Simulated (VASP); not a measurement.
GaP:

```
Ga P
1.0
     0.00000    2.72525    2.72525
     2.72525    0.00000    2.72525
     2.72525    2.72525    0.00000
Ga P
1 1
Direct
  0.00000 0.00000 0.00000
  0.25000 0.25000 0.25000
```

```yaml
Program: VASP 6.6.1
Task: relaxation of cell and atoms
Functional: LDA
Potentials_or_basis: VASP PAW LDA potentials, release 64 (Ga_d, P)
Cutoff: 520 eV
k_mesh: 10 × 10 × 10
Occupations: gaussian, width 0.02 eV
Spin: no spin polarisation
```

At the start: pressure -2.6 GPa; volume 20.24 Å³/atom.

How do energy, volume and symmetry change on relaxing?

Over 3 steps the energy falls by 5.3 meV/atom and the volume is 19.61 Å³/atom (-3.1 %); space group F-43m (No. 216, to 0.05 Å).

The path:
```tsv
step	energy change (eV)	largest force (eV/Å)	pressure (GPa)	volume (Å³)
1	0.0000	0.0000	-2.63	40.48
2	-0.0075	0.0000	1.58	38.56
3	-0.0107	0.0000	-0.01	39.22
```

Final structure:
```cif
data_structure
_symmetry_space_group_name_H-M 'P 1'
_symmetry_Int_Tables_number 1
_cell_length_a 3.8137
_cell_length_b 3.8137
_cell_length_c 3.8137
_cell_angle_alpha 60.000
_cell_angle_beta 60.000
_cell_angle_gamma 60.000
_cell_volume 39.22
loop_
_atom_site_label
_atom_site_type_symbol
_atom_site_fract_x
_atom_site_fract_y
_atom_site_fract_z
_atom_site_occupancy
Ga1 Ga 0.00000 0.00000 0.00000 1
P1 P 0.25000 0.25000 0.25000 1
```
